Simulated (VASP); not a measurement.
OSZICAR of a VASP run on FeGe (space group P2_13):

OSZICAR:
```
       N       E                     dE             d eps       ncg     rms          rms(c)
DAV:   1     0.757461608981E+03    0.75746E+03   -0.25798E+04  1128   0.281E+03
DAV:   2     0.921219697096E+02   -0.66534E+03   -0.62910E+03   960   0.655E+02
DAV:   3    -0.465534938629E+02   -0.13868E+03   -0.12968E+03   960   0.194E+02
DAV:   4    -0.552383105947E+02   -0.86848E+01   -0.85054E+01  1112   0.581E+01
DAV:   5    -0.554125252726E+02   -0.17421E+00   -0.17354E+00  1080   0.871E+00    0.268E+01
DAV:   6    -0.616094326238E+02   -0.61969E+01   -0.59256E+01  1132   0.681E+01    0.319E+01
DAV:   7    -0.517544786917E+02    0.98550E+01   -0.27762E+01  1088   0.512E+01    0.636E+00
DAV:   8    -0.519810033459E+02   -0.22652E+00   -0.24375E+00  1052   0.641E+00    0.344E+00
DAV:   9    -0.519272424968E+02    0.53761E-01   -0.17958E-01  1140   0.310E+00    0.127E+00
DAV:  10    -0.519172272880E+02    0.10015E-01   -0.22480E-02  1132   0.100E+00    0.492E-01
DAV:  11    -0.519163760556E+02    0.85123E-03   -0.35864E-03  1172   0.428E-01    0.197E-01
DAV:  12    -0.519164360982E+02   -0.60043E-04   -0.55369E-04  1056   0.174E-01    0.672E-02
DAV:  13    -0.519164431707E+02   -0.70725E-05   -0.69737E-05  1244   0.536E-02    0.365E-02
DAV:  14    -0.519164479604E+02   -0.47897E-05   -0.25314E-05  1080   0.285E-02    0.156E-02
DAV:  15    -0.519164493113E+02   -0.13510E-05   -0.37273E-06   876   0.153E-02    0.695E-03
DAV:  16    -0.519164498105E+02   -0.49918E-06   -0.25539E-07   528   0.435E-03
   1 F= -.51916450E+02 E0= -.51803099E+02  d E =-.226702E+00  mag=     4.5481
```

Which electronic solver shows in the log?

It is blocked Davidson (ALGO = Normal, or the opening steps of other solvers). The INCAR had ALGO = Normal.

How was spin treated?

Collinear spin (ISPIN = 2): the summary line carries one mag value, 4.55 μB in the cell.

Can the final energy be trusted as converged?

Self-consistency was reached. It stopped with EDIFF = 1E-6, NELM = 100 (PBE GGA, plane waves, VASP's PBE PAW potentials (set 64)).  The run has a spin-polarised start.

The structure comes from a computed database's FeGe entry; how it stands against other phases isn't given here. The cell was not relaxed at this level. The k-mesh is coarse (spacing up to 0.44 per Å, 2π included), so the numbers may not be converged in it.
